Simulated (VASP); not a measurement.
Runs of VASP 6.6.1 on CdHgS2. Symmetry: P-4m2, No. 115, tetragonal system. The conventional cell has a = 4.181 Å, b = 4.181 Å, c = 5.884 Å, α = 90.00°, β = 90.00°, γ = 90.00°. Cd (site symmetry -4m2) has 4 S at 2.54 Å as nearest neighbours. S (site symmetry 2mm) is surrounded by 2 Cd at 2.54 Å and 2 Hg at 2.57 Å. Around Hg (site symmetry -4m2) lie 4 S at 2.57 Å. The cell was built by a generator and needn't be a form met in nature.

```tsv
level	k mesh	exchange at q = 0	grid for exact exchange (PRECFOCK)	screening parameter	share of exact exchange	mesh quality	gap on the mesh (eV)	pressure (GPa)	largest force (eV/Å)
HSE06	4 × 4 × 2	truncated	Normal	0.2079 1/A	-	coarse	1.21	0.3	0.06
PBEsol	4 × 4 × 4	-	-	-	-	not flagged	0.15	-1.2	0.01
PBEsol	8 × 8 × 1	-	-	-	-	coarse	0.17	(a)	0.04
PBE-based screened hybrid	4 × 4 × 2	truncated	Normal	0.5	0.15	coarse	(b)	(c)	0.01
```

Alike in all rows: task single point; potentials or basis VASP PAW PBE potentials, release 64 (Cd, S, Hg); no spin polarisation; cell as given; cutoff (eV) 520; smearing gaussian 0.01 eV.

Task: Fill in the values left out.

Result: (a) -1.3; (b) 0.55; (c) 1.3.

Caveats: some runs use coarse meshes; the PAW data sets were made with another functional, which shifts forces and pressure a little; spin-orbit coupling is left out, which moves the levels of the heavy elements; an odd mesh through Γ misses points on the zone boundary, where band edges often lie (some runs).

A k mesh can miss the band edges, and the runs leave out spin-orbit coupling on Cd, Hg.

Not every run made on this cell is shown here.
